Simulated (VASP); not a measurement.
# Cu2AgGeSe4 (I-42m) in VASP: further runs

The runs below take Cu2AgGeSe4 through single point, with r2SCAN.

Program: VASP 6.6.1. These are calculated values, not measurements. Logs are shortened: lines on timing, memory, paths and dates and some standing lists are left out, and cuts for length are marked.

**1. The crystal as given**

Symmetry: I-42m, No. 121, tetragonal system. Conventional cell: a = 5.681 Å, b = 5.681 Å, c = 10.924 Å, α = 90.00°, β = 90.00°, γ = 90.00°. Ge (site symmetry -42m) has 4 Se at 2.35 Å as nearest neighbours. Around Cu (site symmetry -4) lie 4 Se at 2.38 Å. Se (site symmetry m) is surrounded by 1 Ge at 2.35 Å and 2 Cu at 2.38 Å and 1 Ag at 2.62 Å. Around Ag (site symmetry -42m) lie 4 Se at 2.62 Å.

The cell was built by a generator and needn't be a form met in nature.

**2. Single point, r2SCAN**

POSCAR

```
Cu2AgGeSe4
1.0
    0.0000000000      5.6808900000      0.0000000000
    5.6808900000      0.0000000000      0.0000000000
    2.8404450000      2.8404450000     -5.4619340000
Ge Cu Se Ag
1 2 4 1
Direct
    0.5000000000      0.5000000000      0.0000000000
    0.2500000000      0.7500000000      0.5000000000
    0.7500000000      0.2500000000      0.5000000000
    0.4042000000      0.4042000000      0.7326000000
    0.5958000000      0.1368000000      0.2674000000
    0.8632000000      0.8632000000      0.7326000000
    0.1368000000      0.5958000000      0.2674000000
    0.0000000000      0.0000000000      0.0000000000
```

INCAR.step1

```
PREC     = Accurate       # precision mode
ENCUT    = 520            # plane-wave cutoff, eV
ISMEAR   = 1              # smearing method
SIGMA    = 0.0167         # smearing width, eV
LREAL    = F              # projectors in reciprocal space
LASPH    = T              # aspherical terms in the spheres
NELM     = 60             # most SCF steps
NBANDS   = 46             # bands
GGA      = PE             # functional
ALGO     = Normal         # electronic algorithm
EDIFF    = 1E-4           # SCF threshold, eV
LWAVE    = T              # write WAVECAR
LCHARG   = F              # write CHGCAR
```

INCAR.step2

```
PREC     = Accurate       # precision mode
ENCUT    = 520            # plane-wave cutoff, eV
EDIFF    = 1E-6           # SCF threshold, eV
ISMEAR   = 1              # smearing method
SIGMA    = 0.0167         # smearing width, eV
LREAL    = F              # projectors in reciprocal space
LASPH    = T              # aspherical terms in the spheres
NELM     = 60             # most SCF steps
ALGO     = Normal         # electronic algorithm
ISIF     = 2              # what is computed and relaxed
LWAVE    = F              # write WAVECAR
LCHARG   = T              # write CHGCAR
METAGGA  = R2SCAN         # meta-GGA
LMIXTAU  = T            
LELF     = T              # ELF
LVHAR    = T            
NBANDS   = 46             # bands
ISTART   = 1
```

KPOINTS

```
regular mesh
0
Gamma
  4 4 4
```

Potentials or basis: VASP PAW PBE potentials, release 64 (Ge_d, Cu, Se, Ag).

Command:

```sh
$ cat potpaw_PBE.64/Ge_d/POTCAR potpaw_PBE.64/Cu/POTCAR potpaw_PBE.64/Se/POTCAR potpaw_PBE.64/Ag/POTCAR > POTCAR
$ cp INCAR.step1 INCAR
$ mpirun -np 1 vasp_std > vasp.out
$ cp INCAR.step2 INCAR
$ mpirun -np 1 vasp_std > vasp.out
```

OUTCAR:

```text
PREC = Accurate
   ENCUT = 520
   EDIFF = 1E-6
   ISMEAR = 1
   LREAL = F
   LASPH = T
   NELM = 60
   ISIF = 2
   METAGGA = R2SCAN
   ISTART = 1

 ion  position               nearest neighbor table
   1  0.500  0.500  0.000-   6 2.35   5 2.35   4 2.35   7 2.35
   2  0.250  0.750  0.500-   4 2.38   7 2.38   6 2.38   5 2.38
   3  0.750  0.250  0.500-   4 2.38   5 2.38   6 2.38   7 2.38
   4  0.404  0.404  0.733-   1 2.35   2 2.38   3 2.38   8 2.62
   5  0.596  0.137  0.267-   1 2.35   3 2.38   2 2.38   8 2.62
   6  0.863  0.863  0.733-   1 2.35   2 2.38   3 2.38   8 2.62
   7  0.137  0.596  0.267-   1 2.35   2 2.38   3 2.38   8 2.62
   8  0.000  0.000  0.000-   4 2.62   5 2.62   6 2.62   7 2.62

  LATTYP: Found a body centered tetragonal cell.
 ALAT       =     5.6808900000
 C/A-ratio  =     1.9229148954

  Lattice vectors:

 A1 = (  -2.8404450000,   2.8404450000,   5.4619340000)
 A2 = (   2.8404450000,  -2.8404450000,   5.4619340000)
 A3 = (   2.8404450000,   2.8404450000,  -5.4619340000)

Analysis of symmetry for initial positions (statically):
=====================================================================
 Subroutine PRICEL returns:
 Original cell was already a primitive cell.

 Routine SETGRP: Setting up the symmetry group for a
 body centered tetragonal supercell.

 Subroutine GETGRP returns: Found  8 space group operations
 (whereof  8 operations were pure point group operations)
 out of a pool of 16 trial point group operations.

The static configuration has the point symmetry D_2d.

Analysis of symmetry for dynamics (positions and initial velocities):
=====================================================================
 Subroutine PRICEL returns:
 Original cell was already a primitive cell.

 Routine SETGRP: Setting up the symmetry group for a
 body centered tetragonal supercell.

 Subroutine GETGRP returns: Found  8 space group operations
 (whereof  8 operations were pure point group operations)
 out of a pool of 16 trial point group operations.

The dynamic configuration has the point symmetry D_2d.

 Subroutine INISYM returns: Found  8 space group operations
 (whereof  8 operations are pure point group operations),
 and found     1 'primitive' translations

----------------------------------------------------------------------------------------

                                     Primitive cell

  volume of cell :     176.2703

  direct lattice vectors                    reciprocal lattice vectors
     0.000000000  5.680890000  0.000000000     0.000000000  0.176028756  0.091542666
     5.680890000  0.000000000  0.000000000     0.176028756  0.000000000  0.091542666
     2.840445000  2.840445000 -5.461934000     0.000000000  0.000000000 -0.183085332

  length of vectors
     5.680890000  5.680890000  6.780042671     0.198409129  0.198409129  0.183085332

  position of ions in fractional coordinates (direct lattice)
     0.500000000  0.500000000  0.000000000
     0.250000000  0.750000000  0.500000000
     0.750000000  0.250000000  0.500000000
     0.404200000  0.404200000  0.732600000
     0.595800000  0.136800000  0.267400000
     0.863200000  0.863200000  0.732600000
     0.136800000  0.595800000  0.267400000
     0.000000000  0.000000000  0.000000000

  ion indices of the primitive-cell ions
   primitive index   ion index
                 1           1
                 2           2
                 3           3
                 4           4
                 5           5
                 6           6
                 7           7
                 8           8

----------------------------------------------------------------------------------------

 KPOINTS: regular mesh

Automatic generation of k-mesh.
 Grid dimensions read from file:
 generate k-points for:    4    4    4

 Generating k-lattice:

  Cartesian coordinates                     Fractional coordinates (reciprocal lattice)
     0.000000000  0.044007189  0.022885667     0.250000000  0.000000000 -0.000000000
     0.044007189  0.000000000  0.022885667     0.000000000  0.250000000 -0.000000000
     0.000000000  0.000000000 -0.045771333     0.000000000  0.000000000  0.250000000

  Length of vectors
     0.049602282  0.049602282  0.045771333

  Shift w.r.t. Gamma in fractional coordinates (k-lattice)
     0.000000000  0.000000000  0.000000000

 Subroutine IBZKPT returns following result:
 ===========================================

 Found     13 irreducible k-points:

 Following reciprocal coordinates:
            Coordinates               Weight
  0.000000  0.000000  0.000000      1.000000
  0.250000  0.000000  0.000000      8.000000
  0.500000  0.000000  0.000000      4.000000
  0.250000  0.250000  0.000000      8.000000
  0.500000  0.250000  0.000000     16.000000
 -0.250000  0.250000  0.000000      4.000000
  0.500000  0.500000  0.000000      2.000000
  0.000000  0.000000  0.250000      2.000000
  0.500000  0.000000  0.250000      4.000000
 -0.250000  0.000000  0.250000      8.000000
  0.500000  0.500000  0.250000      2.000000
 -0.250000 -0.250000  0.250000      4.000000
  0.000000  0.000000  0.500000      1.000000
   k-points           NKPTS =     13   k-points in BZ     NKDIM =     13   number of bands    NBANDS=     46
   number of dos      NEDOS =    301   number of ions     NIONS =      8
   total plane-waves  NPLWV =  88200
   dimension x,y,z NGX =    42 NGY =   42 NGZ =   50
   dimension x,y,z NGXF=    84 NGYF=   84 NGZF=  100
   ions per type =               1   2   4   1
   NGX,Y,Z   is equivalent  to a cutoff of  12.29, 12.29, 12.26 a.u.
   NGXF,Y,Z  is equivalent  to a cutoff of  24.58, 24.58, 24.52 a.u.
 SYSTEM =  unknown system
   PREC   = accura    normal or accurate (medium, high low for compatibility)
   ISTART =      1    job   : 0-new  1-cont  2-samecut
   ICHARG =      0    charge: 1-file 2-atom 10-const
   ISPIN  =      1    spin polarized calculation?
   LNONCOLLINEAR =      F non collinear calculations
   LSORBIT =      F    spin-orbit coupling
   LASPH  =      T    aspherical Exc in radial PAW
   ENCUT  =  520.0 eV  38.22 Ry    6.18 a.u.  10.56 10.56 12.61*2*pi/ulx,y,z
   NELM   =     60;   NELMIN=  2; NELMDL=  0     # of ELM steps
   EDIFF  = 0.1E-05   stopping-criterion for ELM
   LREAL  =      F    real-space projection
   EDIFFG = 0.1E-04   stopping-criterion for IOM
   NSW    =      0    number of steps for IOM
   IBRION =     -1    ionic relax: 0-MD 1-quasi-New 2-CG
   NFREE  =      0    steps in history (QN), initial steepest desc. (CG)
   ISIF   =      2    stress and relaxation
   ISYM   =      2    0-nonsym 1-usesym 2-fastsym
   POTIM  = 0.5000    time-step for ionic-motion
   TEBEG  =    0.0;   TEEND  =   0.0 temperature during run
   PSTRESS=    0.0 pullay stress
   NELECT =      71.0000    total number of electrons
   NUPDOWN=      -1.0000    fix difference up-down
   EMIN   =  10.00;   EMAX   =-10.00  energy-range for DOS
   EFERMI =   0.00;   METHOD = LEGACY
   ISMEAR =     1;   SIGMA  =   0.02  broadening in eV -4-tet -1-fermi 0-gaus
   EFERMI_NEDOS =   21; number of points for ismear=-14 and -15
   IALGO  =     38    algorithm
   IMIX   =      4    mixing-type and parameters
     AMIX     =   0.40;   BMIX     =  1.00
     AMIX_MAG =   1.60;   BMIX_MAG =  1.00
  volume/ion in A,a.u.               =      22.03       148.69
  Fermi-wavevector in a.u.,A,eV,Ry     =   1.209023  2.284722 19.888132  1.461736
  Thomas-Fermi vector in A             =   2.344613
   LORBIT       =      0    0 simple, 1 ext, 2 COOP (PROOUT), +10 PAW based schemes
   METAGGA = R2SCAN    functional components
   LHFCALC =     F    Hartree Fock is set to
   AEXX    =    0.0000 exact exchange contribution
   IVDW    =     0    specifies the selected vdW correction
   LEPSILON=     F    determine dielectric tensor
   LRPA    =     F    only Hartree local field effects (RPA)
 non-spin polarized calculation
 Methfessel and Paxton  Order N= 1 SIGMA  =   0.02
  energy-cutoff  :      520.00
  volume of cell :      176.27
 maximum number of plane-waves:      4813
   NGX = 21   NGY = 21   NGZ = 25

 number of electron      70.9999993 magnetization

 Free energy of the ion-electron system (eV)
  ---------------------------------------------------
  ext. energy  EPLUGINS =         0.00000000
  ---------------------------------------------------
  free energy    TOTEN  =      -116.27183094 eV

  energy without entropy =     -116.27091871  energy(sigma->0) =     -116.27152686

 E-fermi :   3.5888     XC(G=0): -10.2880

 val. band max:        3.5837244252   @ k =   0.2500   0.2500   0.0000
 cond. band min:       3.5910946322   @ k =   0.2500   0.2500   0.0000
 fundamental gap:      0.0073702069
 Fermi energy:         3.5888447888

 k-point     1 :       0.0000    0.0000    0.0000
  band No.  band energies     occupation
      1     -22.3331      2.00000
      2     -22.3331      2.00000
      3     -22.3311      2.00000
      4     -22.2926      2.00000
      5     -22.2824      2.00000
      6     -11.4505      2.00000
[... 38 lines left out ...]
     45       9.6582      0.00000
     46      11.1302      0.00000

 k-point     2 :       0.2500    0.0000    0.0000
  band No.  band energies     occupation
      1     -22.3331      2.00000
      2     -22.3331      2.00000
      3     -22.3311      2.00000
      4     -22.2925      2.00000
      5     -22.2824      2.00000
      6     -11.2952      2.00000
[... 38 lines left out ...]
     45      10.1133      0.00000
     46      10.6138      0.00000

 k-point     3 :       0.5000    0.0000    0.0000
  band No.  band energies     occupation
      1     -22.3331      2.00000
      2     -22.3331      2.00000
      3     -22.3311      2.00000
      4     -22.2925      2.00000
      5     -22.2823      2.00000
      6     -11.0749      2.00000
[... 479 lines left out ...]
     45      10.3509      0.00000
     46      10.8251      0.00000

 k-point    13 :       0.0000    0.0000    0.5000
  band No.  band energies     occupation
      1     -22.3331      2.00000
      2     -22.3330      2.00000
      3     -22.3311      2.00000
      4     -22.2926      2.00000
      5     -22.2823      2.00000
      6     -11.0157      2.00000
[... 38 lines left out ...]
     45      10.8641      0.00000
     46      10.8641      0.00000

------------------------ aborting loop because EDIFF is reached ----------------------------------------

  FORCE on cell =-STRESS in cart. coord.  units (eV):
  Direction    XX          YY          ZZ          XY          YZ          ZX
  --------------------------------------------------------------------------------------
  -------------------------------------------------------------------------------------
  Total        2.3595922      2.3595922      1.1743754      0.0000000      0.0000000      0.0000000
  in kB       21.4470881     21.4470881     10.6742731      0.0000000      0.0000000      0.0000000
  external PRESSURE =      17.8561497 kB  Pullay stress =       0.0000000 kB

 VOLUME and BASIS-vectors are now :
 -----------------------------------------------------------------------------
  energy-cutoff  :      520.00
  volume of cell :      176.27
      direct lattice vectors                 reciprocal lattice vectors
     0.000000000  5.680890000  0.000000000     0.000000000  0.176028756  0.091542666
     5.680890000  0.000000000  0.000000000     0.176028756  0.000000000  0.091542666
     2.840445000  2.840445000 -5.461934000     0.000000000  0.000000000 -0.183085332

 POSITION                                       TOTAL-FORCE (eV/Angst)
 -----------------------------------------------------------------------------------
      2.84044      2.84044      0.00000         0.000000      0.000000      0.000000
      5.68089      2.84044     -2.73097         0.000000      0.000000      0.000000
      2.84044      5.68089     -2.73097         0.000000     -0.000000      0.000000
      4.37713      4.37713     -4.00141        -0.328646     -0.328646      0.083388
      1.53668      4.14421     -1.46052        -0.328646      0.328646     -0.083388
      6.98465      6.98465     -4.00141         0.328646      0.328646      0.083388
      4.14421      1.53668     -1.46052         0.328646     -0.328646     -0.083388
      0.00000      0.00000      0.00000         0.000000      0.000000      0.000000
 -----------------------------------------------------------------------------------
    total drift:                                0.000155      0.000155      0.000059

  FREE ENERGIE OF THE ION-ELECTRON SYSTEM (eV)
  ---------------------------------------------------
  free  energy   TOTEN  =      -116.2718309363 eV

  energy  without entropy=     -116.2709187110  energy(sigma->0) =     -116.27152686
```

Run time: 4.7 min. Hardware: 1 thread of Intel Xeon Platinum 8488C (Sapphire Rapids), shared host; peak memory 0.38 GiB.

What came out:

```yaml
Free_energy: -116.2718 eV
Pressure: 1.8 GPa
Largest_force: 0.472 eV/Å
Band_gap_on_the_k_mesh: none (metal or under the smearing width)
```

Forces in eV/Å, atoms in the order of the input:
```
Ge   0.000  0.000  0.000
Cu   0.000  0.000  0.000
Cu   0.000  0.000  0.000
Se  -0.329 -0.329  0.083
Se  -0.329  0.329 -0.083
Se   0.329  0.329  0.083
Se   0.329 -0.329 -0.083
Ag   0.000  0.000  0.000
```

Stress tensor (GPa, compression positive):
```
2.14 0.00 0.00
0.00 2.14 0.00
0.00 0.00 1.07
```

Caveat: the PAW data sets were made with another functional, which shifts forces and pressure a little; the run has no spin polarisation, though such a crystal can be magnetic. With open d or f shells a metallic result of r2SCAN can be an artefact of self-interaction; +U or a hybrid may open a gap.

[end of part 1 of 2]
